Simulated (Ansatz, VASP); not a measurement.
# PtS2: VASP beside Ansatz

Aim: how closely do two programs agree when they are given the same cell, functional and k mesh? The cell is taken from a series of runs on this material, whose earlier steps may have relaxed, scaled, displaced or heated it; both programs get it as it stands.

Method: plane waves, with VASP 6.6.1 beside it; single point at PBE, in Ansatz 0.2.0.

## Step 1: The starting structure

The cell holds 3 atoms: 1 Pt and 2 S. Its edges and angles: a = 3.541 Å, b = 3.541 Å, c = 28.200 Å, α = 90.0°, β = 90.0°, γ = 120.0°. Vacuum lies along c.

## Step 2: VASP: single point, PBE

A single point gives forces, pressure and levels at one fixed geometry, so differences don't come from the geometry; what else differs is listed under the comparison.

Lines of VASP's logs that name or quote its potential files are left out, and so is its time.

The input, INCAR:

```
SYSTEM = PtS2
PREC = Accurate
ENCUT = 400
EDIFF = 1E-06
NELM = 120
ISMEAR = -1
SIGMA = 0.02
LREAL = .FALSE.
ALGO = Normal
GGA = PE
NBANDS = 17
LASPH = .TRUE.
LORBIT = 11
LWAVE = .FALSE.
LCHARG = .FALSE.
ISIF = 2
LDIPOL = .TRUE.
IDIPOL = 3
DIPOL = 0.5 0.5 0.5
LVHAR = .TRUE.
GGA_COMPAT = .FALSE.
EFERMI = MIDGAP
NELMDL = -8
```

The input, POSCAR:

```
PtS2
1.0
    3.5414133322      0.0000000000      0.0000000000
   -1.7707066661      3.0669539110      0.0000000000
    0.0000000000      0.0000000000     28.2000000000
Pt S
1 2
Direct
    0.0000000000      0.0000000000      0.5000000000
    0.3333333333      0.6666666667      0.5440360165
    0.6666666667      0.3333333333      0.4559639835
```

The input, KPOINTS:

```
Automatic mesh
0
Gamma
6 6 1
0 0 0
```

Potentials, in the order of the species: Pt and S (PBE family, release 64).

Started as:

```sh
mpirun -np 1 vasp_std
```

Numbers of over 12 decimals in the logs are rounded to 6 here.

The log of the run:

```text
[banner, memory and clock lines left out]
running    1 mpi-ranks, on    1 nodes
 distrk:  each k-point on    1 cores,    1 groups
 distr:  one band on    1 cores,    1 groups

 POSCAR found type information on POSCAR PtS
 POSCAR found :  2 types and       3 ions
 LDA part: xc-table for (Slater+PW92), standard interpolation
 POSCAR, INCAR and KPOINTS ok, starting setup
 FFT: planning ... GRIDC
 FFT: planning ... GRID_SOFT
 FFT: planning ... GRID
 WAVECAR not read
 entering main loop
       N       E                     dE             d eps       ncg     rms          rms(c)
DAV:   1     0.157725019372E+03    0.15773E+03   -0.62468E+03   238   0.749E+02
DAV:   2    -0.260927660906E+00   -0.15799E+03   -0.15095E+03   424   0.154E+02
DAV:   3    -0.165833480196E+02   -0.16322E+02   -0.16236E+02   295   0.645E+01
DAV:   4    -0.168219760424E+02   -0.23863E+00   -0.23845E+00   331   0.949E+00
DAV:   5    -0.168269359252E+02   -0.49599E-02   -0.49531E-02   339   0.127E+00
DAV:   6    -0.168271018559E+02   -0.16593E-03   -0.16593E-03   379   0.218E-01
DAV:   7    -0.168271052186E+02   -0.33627E-05   -0.33627E-05   314   0.264E-02
DAV:   8    -0.168271053886E+02   -0.16999E-06   -0.16995E-06   299   0.530E-03    0.175E+01
DAV:   9    -0.156975579160E+02    0.11295E+01   -0.74919E+00   287   0.250E+01    0.114E+01
DAV:  10    -0.155215404197E+02    0.17602E+00   -0.20561E+00   275   0.140E+01    0.452E+00
DAV:  11    -0.154574093577E+02    0.64131E-01   -0.14180E-01   310   0.373E+00    0.973E-01
DAV:  12    -0.154526491306E+02    0.47602E-02   -0.31304E-02   281   0.151E+00    0.249E-01
DAV:  13    -0.154528798596E+02   -0.23073E-03   -0.20979E-03   336   0.315E-01    0.281E-01
DAV:  14    -0.154528839277E+02   -0.40681E-05   -0.18132E-05   369   0.293E-02    0.286E-01
DAV:  15    -0.154529021873E+02   -0.18260E-04   -0.26766E-05   311   0.276E-02    0.329E-01
DAV:  16    -0.154589014533E+02   -0.59993E-02   -0.25692E-02   308   0.808E-01    0.185E+00
DAV:  17    -0.154535271976E+02    0.53743E-02   -0.11271E-02   302   0.557E-01    0.550E-01
DAV:  18    -0.154532628877E+02    0.26431E-03   -0.45679E-04   328   0.118E-01    0.359E-01
DAV:  19    -0.154531407995E+02    0.12209E-03   -0.14189E-04   321   0.586E-02    0.195E-01
DAV:  20    -0.154531006993E+02    0.40100E-04   -0.10903E-04   312   0.511E-02    0.535E-02
DAV:  21    -0.154531009679E+02   -0.26860E-06   -0.19083E-05   329   0.225E-02    0.398E-03
DAV:  22    -0.154531019582E+02   -0.99029E-06   -0.21850E-07   248   0.307E-03
   1 F= -.15453102E+02 E0= -.15453102E+02  d E =0.000000E+00
```

Parts of OUTCAR (step 2):

```text
ion  position               nearest neighbor table
   1  0.000  0.000  0.500-   2 2.39   3 2.39   3 2.39   2 2.39   3 2.39   2 2.39
   2  0.333  0.667  0.544-   1 2.39   1 2.39   1 2.39
   3  0.667  0.333  0.456-   1 2.39   1 2.39   1 2.39

  LATTYP: Found a hexagonal cell.
 ALAT       =     3.5414133322
 C/A-ratio  =     7.9629225269

 Subroutine GETGRP returns: Found 12 space group operations
 (whereof 12 operations were pure point group operations)

The static configuration has the point symmetry D_3d.

 Found      7 irreducible k-points:

   k-points           NKPTS =      7   k-points in BZ     NKDIM =      7   number of bands    NBANDS=     17

   dimension x,y,z NGX =    24 NGY =   24 NGZ =  192
   dimension x,y,z NGXF=    48 NGYF=   48 NGZF=  384

   ENCUT  =  400.0 eV  29.40 Ry    5.42 a.u.   5.78  5.78 45.99*2*pi/ulx,y,z

   NELECT =      22.0000    total number of electrons

 k-points in reciprocal lattice and weights: Automatic mesh
   0.00000000  0.00000000  0.00000000       0.028
   0.16666667  0.00000000  0.00000000       0.167
   0.33333333 -0.00000000  0.00000000       0.167
   0.50000000 -0.00000000  0.00000000       0.083
   0.16666667  0.16666667  0.00000000       0.167
   0.33333333  0.16666667  0.00000000       0.333
   0.33333333  0.33333333  0.00000000       0.056

 dipolmoment           0.000000      0.000000     -0.000000 electrons x Angstroem

 average (electrostatic) potential at core
       1 -78.3453       2 -95.3367       3 -95.3367

 E-fermi :  -3.1218

 k-point     1 :       0.0000    0.0000    0.0000
  band No.  band energies     occupation
    ...
      7      -7.0264      2.00000
      8      -4.9835      2.00000
      9      -4.8554      2.00000
     10      -4.3867      2.00000
     11      -4.3867      2.00000
     12      -0.9094      0.00000
     13      -0.9094      0.00000
     14       1.2761      0.00000
     15       1.6457      0.00000
     16       2.0856      0.00000
    ...

 k-point     2 :       0.1667    0.0000    0.0000
  band No.  band energies     occupation
    ...
      7      -7.2418      2.00000
      8      -5.8839      2.00000
      9      -4.4552      2.00000
     10      -4.3189      2.00000
     11      -4.1700      2.00000
     12      -2.0807      0.00000
     13      -1.2465      0.00000
     14       1.9564      0.00000
     15       2.1486      0.00000
     16       2.6324      0.00000
    ...

 k-point     3 :       0.3333   -0.0000    0.0000
  band No.  band energies     occupation
    ...
      7      -7.1641      2.00000
      8      -6.2686      2.00000
      9      -5.3366      2.00000
     10      -4.9593      2.00000
     11      -4.5941      2.00000
     12      -1.9461      0.00000
     13      -1.2870      0.00000
     14       1.6031      0.00000
     15       3.2130      0.00000
     16       3.3967      0.00000
    ...

  Total        0.6985075      0.6985075      0.0414509      0.0000000      0.0000000      0.0000000
  in kB        3.6538329      3.6538329      0.2168261      0.0000000      0.0000000      0.0000000
  external PRESSURE =       2.5081640 kB  Pullay stress =       0.0000000 kB

  energy-cutoff  :      400.00
  volume of cell :      306.29
      direct lattice vectors                 reciprocal lattice vectors
     3.541413332  0.000000000  0.000000000     0.282373139  0.163028208  0.000000000
    -1.770706666  3.066953911  0.000000000     0.000000000  0.326056416  0.000000000
     0.000000000  0.000000000 28.200000000     0.000000000  0.000000000  0.035460993

 POSITION                                       TOTAL-FORCE (eV/Angst)
 -----------------------------------------------------------------------------------
      0.00000      0.00000     14.10000         0.000000      0.000000      0.000000
     -0.00000      2.04464     15.34182        -0.000000      0.000000      0.024557
      1.77071      1.02232     12.85818         0.000000     -0.000000     -0.024557
 -----------------------------------------------------------------------------------
    total drift:                                0.000000     -0.000000      0.000000

  FREE ENERGIE OF THE ION-ELECTRON SYSTEM (eV)
  ---------------------------------------------------
  free  energy   TOTEN  =       -15.4531019582 eV

  energy  without entropy=      -15.4531019582  energy(sigma->0) =      -15.45310196

 vacuum level on the upper side and lower side of the slab         2.186         2.186

 total charge
# of ion       s       p       d       tot
------------------------------------------
    1        0.693   0.780   7.967   9.440
    2        1.359   2.279   0.000   3.638
    3        1.359   2.279   0.000   3.638
--------------------------------------------------
tot          3.411   5.338   7.967  16.716

[... 3 further parts left out ...]
```

## Step 3: Ansatz: single point, PBE

Ansatz runs on its default PAW (the set named soft_2) files.

The same cell, functional, mesh and smearing now go to Ansatz, which takes its cutoff from its data sets.

The input, input.yaml:

```yaml
crystal:
  lattice:
    - [3.5414133322, 0.0, 0.0]
    - [-1.7707066661, 3.066953911, 0.0]
    - [0.0, 0.0, 28.2]
  atoms:
    - { symbol: Pt, position: [0.0, 0.0, 0.5] }
    - { symbol: S, position: [0.3333333333, 0.6666666667, 0.5440360165] }
    - { symbol: S, position: [0.6666666667, 0.3333333333, 0.4559639835] }
  periodic: [true, true, false]
kpoints:
  mp_grid: { grid: [6, 6, 1] }
  band_path:
    path:
      - [0, 0, 0]
      - [0.5, 0, 0]
      - [0.3333333333333, 0.3333333333333, 0]
      - [0, 0, 0]
    npoints: 10
hamiltonian:
  xc: pbe
scf:
  occupations: { method: fermi_dirac, width: 0.02 }
  n_extra_bands: 5
output:
  eigenvalues: true
  write_density: true
  write_potential: true
  elf: true
  volumetric_format: npy
```

Started as:

```sh
ansatz run input.yaml --threads 4 --pin off --max-ram 17510MiB --backend cpu --events-out ev --progress --plain --runs-dir out
```

The log of the run:

```text
scf.n_extra_bands = 5 over 15 filled bands (N_el = 30.0): the run solves 20 bands
Engine: ansatz 0.2.0, aarch64-unknown-linux-gnu
Pseudopotentials: kind: paw
Pseudopotential: Pt, paw, valence charge 18, recommended cutoff 420 eV (normal), Pt.paw.azcp
Pseudopotential: S, paw, valence charge 6, recommended cutoff 420 eV (normal), S.paw.azcp
Functional definition: PBE
  parameter kappa = 0.804
  parameter beta = 0.066725
  exchange = pbe_x(kappa = kappa, mu = beta*pi^2/3)
  correlation = pbe_c(beta = beta)
Crystal: 3 atoms, lattice volume = 306.290 Å³
Basis set: ecut = 420 eV, 5945 PW (Γ)
Bands: 20, of which v1, the nominal top of the filled ones, is band 15 counted from 1 (14 counted from 0)
Symmetry: 12 space group operations
Space group: P-3m1 (ITA 164), of the structure as read, at distance tolerance 6.7e-5 Å
k-points: 7 of 36
Non-local potential: Pt, projectors of the file, l = 0: 3, l = 1: 2, l = 2: 2, l = 3: 1
Non-local potential: S, projectors of the file, l = 0: 2, l = 1: 2, l = 2: 2
PAW form: soft (Blöchl's): semilocal exchange-correlation on the pseudo side does not see the compensation charge
PAW one-centre angular grid: Pt, 590 points (default); XC on 64 Gauss nodes
PAW one-centre angular grid: S, 110 points (default); XC on 64 Gauss nodes
Initial density: superposition of atomic densities (neutral atoms: chi_scale 0, normalization atom), corrected by the library's trained network
Initial wavefunctions: pseudopotential atomic-orbital guess
Functional: x = pbe(κ = 0.804, μ = 0.219515), c = pbe(β = 0.066725)
SCF iter   1: F=—  HF=-14328.245941 eV  |F-HF|=—  |Δ(HF+E_count)|=         —  Δρ=1.20e-3  dr2=3.50e-3  ethr=1.77e-3  ⟨swp⟩=14.9  Hψ=1332  notcnv=0
preconditioner: auto → none  [insulator: Δε(μ)=2.086 eV  Ē_g=9.986 eV  σ=0.020 eV  W_gap=1.00  n_scr=16 (ndim 8)  ℏωp=10.0 eV  f_vac=0.779  D(μ)=0.00/eV (n_scr^D=0)  ε∞_Penn≈2.0]
SCF iter   2: F=—  HF=-14328.246205 eV  |F-HF|=—  |Δ(HF+E_count)|=   2.64e-4  Δρ=7.59e-4  dr2=1.96e-3  ethr=1.17e-5  ⟨swp⟩=4.6  Hψ=454  notcnv=0  defer=7
SCF iter   3: F=—  HF=-14328.246298 eV  |F-HF|=—  |Δ(HF+E_count)|=   9.31e-5  Δρ=4.91e-4  dr2=1.14e-3  ethr=6.53e-6  ⟨swp⟩=3.1  Hψ=290  notcnv=0  defer=7
SCF iter   4: F=—  HF=-14328.246259 eV  |F-HF|=—  |Δ(HF+E_count)|=   3.99e-5  Δρ=1.51e-4  dr2=3.27e-5  ethr=3.79e-6  ⟨swp⟩=2.9  Hψ=209  notcnv=0  defer=7
SCF iter   5: F=—  HF=-14328.246433 eV  |F-HF|=—  |Δ(HF+E_count)|=   1.75e-4  Δρ=3.80e-5  dr2=1.35e-6  ethr=1.09e-7  ⟨swp⟩=3.6  Hψ=327  notcnv=0  defer=7
SCF iter   6: F=—  HF=-14328.246439 eV  |F-HF|=—  |Δ(HF+E_count)|=   5.30e-6  Δρ=1.10e-5  dr2=3.59e-7  ethr=4.51e-9  ⟨swp⟩=3.1  Hψ=302  notcnv=0  defer=7
SCF iter   7: F=-14328.246439 eV  HF=-14328.246439 eV  |F-HF|=3.55e-8  |Δ(HF+E_count)|=   3.03e-8  Δρ=3.48e-6  dr2=4.23e-8  ethr=3.33e-10  ⟨swp⟩=12.7  Hψ=570  notcnv=0
SCF 1 converged in 7 iterations: F = -14328.246439 eV  dr2 = 4.23e-8
  greatest PAW one-centre occupation: 1.000 electrons in one spin orbital (limit 2), on the Pt atom at site 0 (counted from 0), in its partial waves of l = 0
NSCF: frozen V_eff on 31 k-points
WARN: The output density's exchange-correlation potential varies sharply where the density is thin. Do not read a vacuum level from v_tot or v_xc, or from such a field of the output density. On a cell that repeats whose density bears no net charge and no dipole along the vacuum's axis use v_es (v_loc + v_h of the components); under efield.dipole_correction with no amplitude use v_es + v_field, which holds any externa [...]
SCF converged after 7 iterations
Free energy (F): -14328.246439 eV
Harris-Foulkes:  -14328.246439 eV  (|F-HF|=3.55e-8)
Internal energy: -14328.246439 eV  (E = F + TS)
E sigma→0 (E₀):  -14328.246439 eV
Fermi energy:    -5.318832 eV
--- Per-component energies (eV) ---
  E_band       = -807.758741
  E_kinetic    = 849.620008
  E_local      = -47256.722164  (includes V_loc(G=0)·N_el)
  E_nonlocal   = 255.114197
  E_hartree    = 23059.524190
  E_xc         = -455.602127
  E_vxc        = -477.173239  (∫ρ·V_xc dr)
  E_paw        = -10653.850784  (= ΣΔE_a)
  E_vpaw       = -297.628611  (= ΣTr[D̂ρ^β])
  E_aug_tail   = 0.000193  (compensation charges beyond the density's cutoff)
  E_ewald      = 19873.670048
  E_smearing   = -0.000000  (= −TS)
  E_closure    = -0.000000  (closes the sum)
  Σ components = -14328.246439   (vs F -14328.246439, Δ=0.00e0)
--- Band table (eV; the first three rows and the last of 7) ---
  k-point 0: bands = [... 11 lower, -7.1732, -7.0611, -6.5935, -6.5935, -3.1058, -3.1058, -0.9144 (-0.9148°), -0.5601, ... 1 higher]
  k-point 1: bands = [... 11 lower, -8.0824, -6.6567, -6.5251, -6.3704, -4.2806, -3.4435, -0.2274 (-0.2288°), -0.0362, ... 1 higher]
  k-point 2: bands = [... 11 lower, -8.4692, -7.5315, -7.1655, -6.7920, -4.1520, -3.4839, -0.6156, 1.0071, ... 1 higher]
  k-point 6: bands = [... 11 lower, -8.8153, -8.6512, -7.0475, -7.0475, -4.1747, -4.1747, 0.5244, 2.6053, ... 1 higher]
  ° read free of the cell's end (the report's vacuum.weakly_bound_levels)
```

## Step 4: Comparison

Known differences besides the potentials themselves: Ansatz cuts the interaction across the vacuum, VASP repeats the sheet with a dipole correction; the data sets hold 30 valence electrons in Ansatz (on its default PAW (the set named soft_2) files) and 22 in VASP; the cutoff is 420 eV in Ansatz and 400 eV in VASP. Total energies have different zeros and are not compared.

The two programs side by side:

| quantity | Ansatz | VASP | difference |
| --- | --- | --- | --- |
| gap on the k mesh (eV) | 2.082 | 2.082 | 0.000 |

A gap on the mesh is an upper bound, since the band edges may lie between its points; neither run holds spin-orbit coupling, which can move the band edges of a compound of Pt. With vacuum in the cell, a pressure given here is an average over mostly empty space and none of the material.

## Step 5: Outcome

```json
{"difference in gap on the k mesh (single point, PBE)": "2.3e-4 eV"}
```

What this shows: The difference in gap on the k mesh is 2.3e-4 eV (single point, PBE), within the 0.08 eV picked in this series as the mark of a large difference. The data sets hold unlike numbers of valence electrons (30 in Ansatz and 22 in VASP), so part of the differences comes from the potentials. How closely two codes agree says nothing of how well the functional describes the real material.

[Lines on the potential files, build, host, timing and source positions are cut from VASP's logs without a mark.]

[Logs are printed without paths, hosts, clocks, repeated set-up lines and the standing remarks that a program may print on its own settings, such as how far it seeks lower states.]

[Hosts, paths, dates, database ids (printed as entryN), source tags and the programs' standing remarks are cut or masked in the printed files.]
